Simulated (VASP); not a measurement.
# NbTe (P-6m2) in VASP: notebook

Runs on NbTe. Level: PBE. Tasks: single point.

All numbers are computed with VASP 6.6.1; they aren't measurements. Logs are shortened: lines on timing, memory, paths and dates and some standing lists are left out, and cuts for length are marked.

## Step 1: The structure

The structure is hexagonal, space group P-6m2 (No. 187). The conventional cell has a = 3.703 Å, b = 3.703 Å, c = 3.694 Å, α = 90.00°, β = 90.00°, γ = 120.00°. Around Te (site symmetry -6m2) lie 6 Nb at 2.83 Å. Nb (site symmetry -6m2) is surrounded by 6 Te at 2.83 Å.

The cell comes from a database or a generator and needn't be the stable form of this composition.

## Step 2: Single point, PBE

Contents of INCAR:

```
PREC = Accurate ; ENCUT = 500
EDIFF = 1E-7 ; ISMEAR = 0
SIGMA = 0.02 ; LREAL = F
LASPH = T ; NELM = 100
ALGO = Normal ; ISIF = 2
LWAVE = F ; LCHARG = F
GGA = PE
```

Contents of KPOINTS:

```
Automatic mesh
0
Gamma
  4 4 4
```

Contents of POSCAR:

```
NbTe
1.0
    3.7029743866      0.0000000000      0.0000000000
   -1.8514871933      3.2068698884      0.0000000000
    0.0000000000      0.0000000000      3.6942110000
Te Nb
1 1
Direct
    0.6666666667      0.3333333333      0.0000000000
    0.0000000000      0.0000000000      0.5000000000
```

Potentials or basis: VASP PAW PBE potentials, release 64 (Te_GW, Nb_sv_GW).

Command:

```console
cat potpaw_PBE.64/Te_GW/POTCAR potpaw_PBE.64/Nb_sv_GW/POTCAR > POTCAR
mpirun -np 1 vasp_std > vasp.out
```

OUTCAR:

```text
PREC = Accurate
   ENCUT = 500
   EDIFF = 1E-7
   ISMEAR = 0
   LREAL = F
   LASPH = T
   NELM = 100
   ISIF = 2
   GGA = PE

 ion  position               nearest neighbor table
   1  0.667  0.333  0.000-   2 2.83   2 2.83   2 2.83   2 2.83   2 2.83   2 2.83
   2  0.000  0.000  0.500-   1 2.83   1 2.83   1 2.83   1 2.83   1 2.83   1 2.83

  LATTYP: Found a hexagonal cell.
 ALAT       =     3.7029743866
 C/A-ratio  =     0.9976334196

  Lattice vectors:

 A1 = (   3.7029743866,   0.0000000000,   0.0000000000)
 A2 = (  -1.8514871933,   3.2068698884,   0.0000000000)
 A3 = (   0.0000000000,   0.0000000000,   3.6942110000)

Analysis of symmetry for initial positions (statically):
=====================================================================
 Subroutine PRICEL returns:
 Original cell was already a primitive cell.

 Routine SETGRP: Setting up the symmetry group for a
 hexagonal supercell.

 Subroutine GETGRP returns: Found 12 space group operations
 (whereof 12 operations were pure point group operations)
 out of a pool of 24 trial point group operations.

The static configuration has the point symmetry D_3h.

Analysis of symmetry for dynamics (positions and initial velocities):
=====================================================================
 Subroutine PRICEL returns:
 Original cell was already a primitive cell.

 Routine SETGRP: Setting up the symmetry group for a
 hexagonal supercell.

 Subroutine GETGRP returns: Found 12 space group operations
 (whereof 12 operations were pure point group operations)
 out of a pool of 24 trial point group operations.

The dynamic configuration has the point symmetry D_3h.

 Subroutine INISYM returns: Found 12 space group operations
 (whereof 12 operations are pure point group operations),
 and found     1 'primitive' translations

----------------------------------------------------------------------------------------

                                     Primitive cell

  volume of cell :      43.8686

  direct lattice vectors                    reciprocal lattice vectors
     3.702974387  0.000000000  0.000000000     0.270053178  0.155915275  0.000000000
    -1.851487193  3.206869888  0.000000000     0.000000000  0.311830550  0.000000000
     0.000000000  0.000000000  3.694211000     0.000000000  0.000000000  0.270693796

  length of vectors
     3.702974387  3.702974387  3.694211000     0.311830550  0.311830550  0.270693796
[... 77 lines left out ...]
   TEBEG  =    0.0;   TEEND  =   0.0 temperature during run
   PSTRESS=    0.0 pullay stress
   NELECT =      19.0000    total number of electrons
   NUPDOWN=      -1.0000    fix difference up-down
   EMIN   =  10.00;   EMAX   =-10.00  energy-range for DOS
   EFERMI =   0.00;   METHOD = LEGACY
   ISMEAR =     0;   SIGMA  =   0.02  broadening in eV -4-tet -1-fermi 0-gaus
   EFERMI_NEDOS =   21; number of points for ismear=-14 and -15
   IALGO  =     38    algorithm
   IMIX   =      4    mixing-type and parameters
     AMIX     =   0.40;   BMIX     =  1.00
     AMIX_MAG =   1.60;   BMIX_MAG =  1.00
  volume/ion in A,a.u.               =      21.93       148.02
  Fermi-wavevector in a.u.,A,eV,Ry     =   1.238630  2.340671 20.874103  1.534203
  Thomas-Fermi vector in A             =   2.373147
   LORBIT       =      0    0 simple, 1 ext, 2 COOP (PROOUT), +10 PAW based schemes
   GGA     = PE    functional components
   LHFCALC =     F    Hartree Fock is set to
   AEXX    =    0.0000 exact exchange contribution
   IVDW    =     0    specifies the selected vdW correction
   LEPSILON=     F    determine dielectric tensor
   LRPA    =     F    only Hartree local field effects (RPA)
 non-spin polarized calculation
 Gauss-broadening in eV      SIGMA  =   0.02
  energy-cutoff  :      500.00
  volume of cell :       43.87
 maximum number of plane-waves:      1141
 NGX is ok and might be reduce to    28
   NGX = 13   NGY = 13   NGZ = 13

 number of electron      18.9999997 magnetization

 Free energy of the ion-electron system (eV)
  ---------------------------------------------------
  ext. energy  EPLUGINS =         0.00000000
  ---------------------------------------------------
  free energy    TOTEN  =       -14.89494020 eV

  energy without entropy =      -14.89434420  energy(sigma->0) =      -14.89464220

 E-fermi :  10.7639     XC(G=0): -11.2772

 val. band max:       10.7413514299   @ k =   0.2500  -0.0000   0.5000
 cond. band min:      10.7863741702   @ k =   0.2500  -0.0000   0.0000
 fundamental gap:      0.0450227403
 Fermi energy:        10.7638628001

 k-point     1 :       0.0000    0.0000    0.0000
  band No.  band energies     occupation
      1     -44.7305      2.00000
      2     -20.9791      2.00000
      3     -20.7237      2.00000
      4     -20.7237      2.00000
      5      -3.4346      2.00000
      6       7.6828      2.00000
      7       7.6828      2.00000
      8       7.8263      2.00000
      9       8.4807      2.00000
     10      10.9555      0.00000
     11      10.9555      0.00000
     12      13.2708      0.00000
     13      13.3233      0.00000
[... 162 lines left out ...]
  band No.  band energies     occupation
      1     -44.7160      2.00000
      2     -21.0542      2.00000
      3     -20.8130      2.00000
      4     -20.7626      2.00000
      5      -1.4049      2.00000
      6       4.9053      2.00000
      7       4.9382      2.00000
      8       6.4890      2.00000
      9       9.3592      2.00000
     10      12.0051      0.00000
     11      12.3332      0.00000
     12      12.3896      0.00000
     13      14.0107      0.00000

------------------------ aborting loop because EDIFF is reached ----------------------------------------

  FORCE on cell =-STRESS in cart. coord.  units (eV):
  Direction    XX          YY          ZZ          XY          YZ          ZX
  --------------------------------------------------------------------------------------
  -------------------------------------------------------------------------------------
  Total       -0.1046334     -0.1046334     -0.9927026      0.0000000     -0.0000000      0.0000000
  in kB       -3.8214410     -3.8214410    -36.2556765      0.0000000     -0.0000000      0.0000000
  external PRESSURE =     -14.6328528 kB  Pullay stress =       0.0000000 kB

 VOLUME and BASIS-vectors are now :
 -----------------------------------------------------------------------------
  energy-cutoff  :      500.00
  volume of cell :       43.87
      direct lattice vectors                 reciprocal lattice vectors
     3.702974387  0.000000000  0.000000000     0.270053178  0.155915275  0.000000000
    -1.851487193  3.206869888  0.000000000     0.000000000  0.311830550  0.000000000
     0.000000000  0.000000000  3.694211000     0.000000000  0.000000000  0.270693796

 POSITION                                       TOTAL-FORCE (eV/Angst)
 -----------------------------------------------------------------------------------
      1.85149      1.06896      0.00000        -0.000000      0.000000      0.000000
      0.00000      0.00000      1.84711         0.000000      0.000000      0.000000
 -----------------------------------------------------------------------------------
    total drift:                               -0.000000      0.000000      0.000000

  FREE ENERGIE OF THE ION-ELECTRON SYSTEM (eV)
  ---------------------------------------------------
  free  energy   TOTEN  =       -14.8949401996 eV

  energy  without entropy=      -14.8943441989  energy(sigma->0) =      -14.89464220
```

OSZICAR:

```text
N       E                     dE             d eps       ncg     rms          rms(c)
DAV:   1     0.161968892540E+03    0.16197E+03   -0.96913E+03   312   0.129E+03
DAV:   2    -0.163517126994E+01   -0.16360E+03   -0.16024E+03   478   0.509E+02
DAV:   3    -0.155563356923E+02   -0.13921E+02   -0.13692E+02   432   0.122E+02
DAV:   4    -0.162425473010E+02   -0.68621E+00   -0.68459E+00   518   0.341E+01
DAV:   5    -0.162625330004E+02   -0.19986E-01   -0.19962E-01   435   0.465E+00    0.161E+01
DAV:   6    -0.149207108391E+02    0.13418E+01   -0.56803E+00   582   0.216E+01    0.109E+01
DAV:   7    -0.149021209441E+02    0.18590E-01   -0.21263E-01   432   0.415E+00    0.739E+00
DAV:   8    -0.148995371615E+02    0.25838E-02   -0.71731E-02   510   0.269E+00    0.248E+00
DAV:   9    -0.148949212044E+02    0.46160E-02   -0.14168E-02   449   0.100E+00    0.525E-01
DAV:  10    -0.148949404800E+02   -0.19276E-04   -0.46727E-04   451   0.219E-01    0.201E-01
DAV:  11    -0.148949419810E+02   -0.15010E-05   -0.98287E-05   523   0.136E-01    0.197E-02
DAV:  12    -0.148949409376E+02    0.10434E-05   -0.92523E-06   481   0.333E-02    0.151E-02
DAV:  13    -0.148949402531E+02    0.68454E-06   -0.85511E-07   475   0.108E-02    0.368E-03
DAV:  14    -0.148949401514E+02    0.10167E-06   -0.65214E-08   311   0.353E-03    0.659E-04
DAV:  15    -0.148949401996E+02   -0.48157E-07   -0.24498E-08   291   0.241E-03
   1 F= -.14894940E+02 E0= -.14894642E+02  d E =-.596001E-03
```

It took 7.7 s on 1 thread of AMD EPYC 9R45 (Zen 5), shared host; peak memory 0.13 GiB.

Results:

- Free energy: -14.8949 eV
- Pressure: -1.5 GPa
- Band gap on the k mesh: none (metal or under the smearing width)

Stress tensor (GPa, compression positive):
```
-0.38  0.00  0.00
 0.00 -0.38  0.00
 0.00  0.00 -3.63
```

Levels at points of the mesh, in eV from the Fermi level:
```
           k point  band 5  band 6  band 7  band 8  band 9  band 10  band 11  band 12  band 13
(0.00, 0.00, 0.00)  -14.20   -3.08   -3.08   -2.94   -2.28     0.19     0.19     2.51     2.56
(0.50, 0.00, 0.00)  -12.54   -7.15   -3.77   -2.57   -2.56    -0.13     1.33     1.57     3.09
(0.00, 0.00, 0.50)  -12.86   -7.45   -2.57   -2.57   -0.87    -0.87     0.71     1.69     1.69
(0.50, 0.00, 0.50)  -12.18   -5.88   -5.84   -4.20   -1.28     1.26     1.31     1.86     2.88
```

Caveat: the k mesh is coarse (spacing up to 0.49 Å⁻¹), so the values aren't converged.

## Step 3: Single point, PBE

Contents of INCAR:

```
  PREC = Accurate
  ENCUT = 900
  EDIFF = 1E-8
  ISMEAR = 0
  SIGMA = 0.05
  LREAL = False
  LASPH = True
  NELM = 100
  ALGO = Normal
  ISIF = 2
  LWAVE = False
  LCHARG = False
  GGA = PE
  NBANDS = 16
  ADDGRID = False
```

Contents of KPOINTS:

```
regular mesh
0
Gamma
  12 12 11
```

POSCAR is that of step 2.

Potentials or basis: VASP PAW PBE potentials, release 64 (Te, Nb_pv).

Command:

```console
cat potpaw_PBE.64/Te/POTCAR potpaw_PBE.64/Nb_pv/POTCAR > POTCAR
mpirun -np 1 vasp_std > vasp.out
```

It took 1.9 min on 1 thread of Intel Xeon Platinum 8488C (Sapphire Rapids), shared host; peak memory 0.34 GiB.

Results (log left out):

| Property | Result |
| --- | --- |
| Free energy | -13.5164 eV |
| Pressure | 0.0 GPa |
| Band gap on the k mesh | none (metal or under the smearing width) |

Stress tensor (GPa, compression positive):
```
-0.23  0.00  0.00
 0.00 -0.23  0.00
 0.00  0.00  0.45
```

Levels at points of the mesh, in eV from the Fermi level:
| k point | band 6 | band 7 | band 8 | band 9 | band 10 | band 11 | band 12 | band 13 |
| --- | --- | --- | --- | --- | --- | --- | --- | --- |
| (0.00, 0.00, 0.00) | -3.10 | -2.95 | -2.27 | 0.17 | 0.17 | 2.52 | 2.52 | 2.95 |
| (0.50, 0.00, 0.00) | -3.78 | -2.59 | -2.53 | -0.16 | 1.27 | 1.53 | 3.11 | 3.91 |

## Step 4: Single point, PBE

INCAR, as its differences from that of step 3:

```diff
@@ -1,4 +1,4 @@
   PREC = Accurate
-  ENCUT = 900
-  EDIFF = 1E-8
+  ENCUT = 520
+  EDIFF = 1E-7
   ISMEAR = 0
```

Contents of KPOINTS:

```
regular mesh
0
Gamma
  9 9 8
```

POSCAR is that of step 3.

Command:

```console
cat potpaw_PBE.64/Te/POTCAR potpaw_PBE.64/Nb_pv/POTCAR > POTCAR
mpirun -np 1 vasp_std > vasp.out
```

It took 30 s on 1 thread of Intel Xeon Platinum 8488C (Sapphire Rapids), shared host; peak memory 0.18 GiB.

These settings aren't checked as converged: the numbers below hold their error.

Results:

```
Free energy            : -13.5139 eV
Pressure               : 0.0 GPa
Band gap on the k mesh : none (metal or under the smearing width)
```

## Step 5: The reference run

An earlier run on the cell as given: functional PBE; potentials or basis VASP PAW PBE potentials, release 64 (Te, Nb_sv); cutoff 520 eV; k mesh 8 × 8 × 7; occupations fermi-dirac, width 0.05 eV; no spin polarisation.

- Pressure: -0.8 GPa
- Band gap on the k mesh: none (metal or under the smearing width)

## Step 6: The runs side by side

| potentials or basis | k mesh | cutoff (eV) | smearing | mesh quality | gap on the mesh (eV) | pressure (GPa) |
| --- | --- | --- | --- | --- | --- | --- |
| VASP PAW PBE potentials, release 64 (Te_GW, Nb_sv_GW) | 4 × 4 × 4 | 500 | gaussian 0.02 eV | coarse | none | -1.5 |
| VASP PAW PBE potentials, release 64 (Te, Nb_pv) | 12 × 12 × 11 | 900 | gaussian 0.05 eV | not flagged | none | 0.0 |
| VASP PAW PBE potentials, release 64 (Te, Nb_sv) | 8 × 8 × 7 | 520 | fermi-dirac 0.05 eV | not flagged | none | -0.8 |

Alike in all rows: task single point; level PBE; no spin polarisation; cell as given.

Caveats: some runs use coarse meshes.

Total energies depend on the potentials used, so only differences within one code and one set of settings carry meaning.
